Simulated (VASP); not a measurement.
Given:

```
Ta
1.0
   -2.61184     2.61184     1.39016
    2.61184    -2.61184     1.39016
    2.61184     2.61184    -1.39016
Ta
2
Direct
  0.75000   0.25000   0.50000
  0.00000   0.00000   0.00000
```

All values below come from PBEsol GGA, VASP's PBE PAW potentials (set 64) (plane waves; VASP 6.6.1). Numerical set-up: 400 eV cut-off, 17×17×17 Γ-centred mesh, tetrahedra with Blöchl corrections, potentials Ta_pv.

Unless said otherwise, spin-orbit coupling is left out, though it shifts the bands of the heavy elements here.

Q: What does the run give for the energy per atom (σ→0), band gap (on the k-mesh) with the smallest direct gap where there is one?

A: 
```
Quantity                                                     Value
------------------------  ----------------------------------------
band gap (on the k-mesh)  none (metal, semimetal or under 0.01 eV)
energy per atom (σ→0)                              -11.766 eV/atom
```

Total energies compare only between runs with the same potentials, cut-off and functional.

The structure was generated: Ta was put into the beta-Sn type (I4_1/amd), which need not be its known phase. It was relaxed first.
